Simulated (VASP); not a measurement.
```
CELL_PARAMETERS angstrom
      3.80929     0.00000     0.00000
      0.00000     3.80929     0.00000
      0.00000     0.00000     4.72903
ATOMIC_POSITIONS crystal
  Sn 0.50000 0.00000 0.76200
  Sn 0.00000 0.50000 0.23800
  O  0.50000 0.50000 0.00000
  O  0.00000 0.00000 0.00000
```

All values below come from PBEsol GGA, VASP's PBE PAW potentials (set 64) (plane waves; VASP). Numerical set-up: PREC = Normal, EDIFF = 1E-5, 500 eV cut-off, 8×8×6 Γ-centred mesh, Gaussian smearing of 0.050 eV, potentials Sn_d O.

Without a dispersion term in the relaxation, distances and binding between the weakly bound layers, chains or molecules are unreliable, and so is what depends on them.

Problem. The ions are relaxed. Give the cell that the relaxation ends in.

Solution. 
```
CELL_PARAMETERS angstrom
      3.80929     0.00000     0.00000
      0.00000     3.80929     0.00000
      0.00000     0.00000     4.72903
ATOMIC_POSITIONS crystal
  Sn 0.50000 0.00000 0.75583
  Sn 0.00000 0.50000 0.24417
  O  0.50000 0.50000 0.00000
  O  0.00000 0.00000 0.00000
```
Space group P4/nmm (129), at a tolerance of 0.03 Å.

Problem. How much energy does the relaxation gain?

Solution. The energy (σ→0) changes by -4.2 meV/atom, in 3 ionic steps.

```
step  E(σ→0) (eV)  max force (eV/Å)  pressure (GPa)  volume (Å³)
----  -----------  ----------------  --------------  -----------
1        -24.1985             0.554            1.71        68.62
2        -24.2151             0.050            0.10        68.62
3        -24.2152             0.003           -0.17        68.62
```

The compound is SnO in the litharge structure. This run relaxes the ions in a fixed cell. Symmetry was kept, so distortions that lower it aren't found.
